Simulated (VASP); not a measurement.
CdSe:

```xyz
4
Lattice="4.3000 0.0000 0.0000 -2.1500 3.7239 0.0000 0.0000 0.0000 7.0200" Properties=species:S:1:pos:R:3 pbc="T T T"
Cd    0.0000    2.4826    0.0000
Cd    2.1500    1.2413    3.5100
Se    0.0000    2.4826    2.7027
Se    2.1500    1.2413    6.2127
```

- Program: VASP 6.6.1
- Task: relaxation of cell and atoms
- Functional: PBE
- Potentials or basis: VASP PAW PBE potentials, release 64 (Cd, Se)
- Cutoff: 520 eV
- k mesh: 3 × 3 × 2
- Occupations: gaussian, width 0.02 eV
- Spin: no spin polarisation

At the start: pressure 3.7 GPa; volume 28.10 Å³/atom.

Where does the relaxation end?

Over 12 steps the energy falls by 29.2 meV/atom and the volume is 30.13 Å³/atom (+7.2 %); space group P6_3mc (No. 186, to 0.05 Å).

Step by step:
```
step  energy change (eV)  largest force (eV/Å)  pressure (GPa)  volume (Å³)
   1              0.0000                0.3465            3.75       112.41
   2             -0.1057                0.0436           -1.01       123.42
   3             -0.1139                0.0963           -0.13       120.84
   4             -0.1139                0.0924           -0.20       121.02
   5             -0.1155                0.0408           -0.06       120.65
   6             -0.1157                0.0211            0.00       120.51
   7             -0.1161                0.0188            0.02       120.43
   8             -0.1166                0.0125            0.12       120.21
   9             -0.1167                0.0024           -0.08       120.73
  10             -0.1168                0.0064           -0.01       120.55
  11             -0.1168                0.0060           -0.01       120.55
  12             -0.1168                0.0012            0.00       120.54
```

Final structure:
```
Cd Se
1.0
     4.42280    0.00000    0.00000
    -2.21140    3.83026    0.00000
     0.00000    0.00000    7.11538
Cd Se
2 2
Cartesian
  0.0000 2.5535 0.0295
  2.2114 1.2768 3.5872
  0.0000 2.5535 2.7099
  2.2114 1.2768 6.2676
```

Caveat: the k mesh is coarse (spacing up to 0.56 Å⁻¹), so the values aren't converged.
